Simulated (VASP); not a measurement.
Output of a VASP run:

File OSZICAR:
```
       N       E                     dE             d eps       ncg     rms          rms(c)
DAV:   1     0.619926169446E+03    0.61993E+03   -0.21739E+04  1512   0.169E+03
DAV:   2     0.172742414913E+02   -0.60265E+03   -0.58529E+03  1860   0.527E+02
DAV:   3    -0.667741701066E+02   -0.84048E+02   -0.82543E+02  2260   0.193E+02
DAV:   4    -0.707108942030E+02   -0.39367E+01   -0.39338E+01  2056   0.414E+01
DAV:   5    -0.708899913965E+02   -0.17910E+00   -0.17907E+00  2060   0.682E+00    0.329E+01
DAV:   6    -0.542307330253E+02    0.16659E+02   -0.11485E+02  1916   0.103E+02    0.117E+01
DAV:   7    -0.539388009950E+02    0.29193E+00   -0.15583E+01  1972   0.314E+01    0.810E+00
DAV:   8    -0.540184456940E+02   -0.79645E-01   -0.35496E+00  1928   0.179E+01    0.378E+00
DAV:   9    -0.538711357508E+02    0.14731E+00   -0.13738E+00  2004   0.105E+01    0.101E+00
DAV:  10    -0.538797013005E+02   -0.85655E-02   -0.10070E-01  1820   0.238E+00    0.357E-01
DAV:  11    -0.538774651893E+02    0.22361E-02   -0.16351E-02  1796   0.868E-01    0.570E-02
DAV:  12    -0.538776798665E+02   -0.21468E-03   -0.16983E-03  1920   0.437E-01    0.125E-01
DAV:  13    -0.538775436182E+02    0.13625E-03   -0.62847E-04  2056   0.233E-01    0.241E-02
DAV:  14    -0.538775482377E+02   -0.46195E-05   -0.69696E-05  2148   0.662E-02    0.121E-02
DAV:  15    -0.538775480768E+02    0.16085E-06   -0.15898E-05  2108   0.361E-02    0.419E-03
DAV:  16    -0.538775482175E+02   -0.14070E-06   -0.11106E-06  1028   0.128E-02
   1 F= -.53877548E+02 E0= -.53877548E+02  d E =-.816120E-10
```

File OUTCAR:
```
------------------------ aborting loop because EDIFF is reached ----------------------------------------
  FORCE on cell =-STRESS in cart. coord.  units (eV):
  Direction    XX          YY          ZZ          XY          YZ          ZX
  --------------------------------------------------------------------------------------
  Total       -0.3400645     -0.3400645      0.3511237      0.0000000      0.0000000      0.0000000
  in kB       -7.9981512     -7.9981512      8.2582576      0.0000000      0.0000000      0.0000000
  external PRESSURE =      -2.5793483 kB  Pullay stress =       0.0000000 kB
  volume of cell :       68.12
      direct lattice vectors                 reciprocal lattice vectors
    -1.892500000  1.892500000  4.755000000     0.000000000  0.264200793  0.105152471
     1.892500000 -1.892500000  4.755000000     0.264200793  0.000000000  0.105152471
     1.892500000  1.892500000 -4.755000000     0.264200793  0.264200793  0.000000000
 POSITION                                       TOTAL-FORCE (eV/Angst)
 -----------------------------------------------------------------------------------
      0.00000      1.89250      2.37750         0.000000      0.000000     -0.000000
      0.00000      0.00000      0.00000         0.000000      0.000000     -0.000000
      0.00000      1.89250      0.39942        -0.000000      0.000000     -0.147621
      0.00000      0.00000      7.53192         0.000000     -0.000000     -0.147621
      0.00000      0.00000      1.97808         0.000000     -0.000000      0.147621
     -0.00000      1.89250      4.35558        -0.000000      0.000000      0.147621
 -----------------------------------------------------------------------------------
    total drift:                               -0.000000      0.000000     -0.000000
  FREE ENERGIE OF THE ION-ELECTRON SYSTEM (eV)
  ---------------------------------------------------
  free  energy   TOTEN  =       -53.8775482175 eV

  energy  without entropy=      -53.8775482174  energy(sigma->0) =      -53.87754822
```
(Selected blocks of OUTCAR.)

File POSCAR:
```
TiO2
1
   -1.8925000000     1.8925000000     4.7550000000
    1.8925000000    -1.8925000000     4.7550000000
    1.8925000000     1.8925000000    -4.7550000000
Ti O
2 4
Direct
  0.7500000000   0.2500000000   0.5000000000
  0.0000000000   0.0000000000   0.0000000000
  0.5420000000   0.0420000000   0.5000000000
  0.7920000000   0.7920000000   0.0000000000
  0.2080000000   0.2080000000   0.0000000000
  0.9580000000   0.4580000000   0.5000000000
```

Question: Write an INCAR and KPOINTS that could have produced this output.

Answer: This is not unique; one that fits is the input of the run itself, PBE GGA, plane waves, VASP's PBE PAW potentials (set 64).

### INCAR
```
# general
SYSTEM   =  TiO2
PREC     =  Accurate
ENCUT    =  400
LREAL    =  .FALSE.
LASPH    =  .TRUE.

# electronic loop
EDIFF    =  1E-6
NELM     =  100
ALGO     =  Normal
LMAXMIX  =  4

# smearing
ISMEAR   =  -1
SIGMA    =  0.05

# functional
GGA      =  PE

# ions
ISIF     =  2

# output
LWAVE    =  .FALSE.
LCHARG   =  .FALSE.
```

### KPOINTS
```
Automatic
0
gamma
 4 4 5
```

POTCAR, in this order: Ti_sv O (PBE.64 set). Program: vasp_std.

At this cut-off the stress carries a Pulay error, which pulls relaxed volumes low.

The structure is a typed TiO2 crystal (I4_1/amd). The cell was not relaxed at this level. The k-mesh is coarse (spacing up to 0.47 per Å, 2π included), so the numbers may not be converged in it.
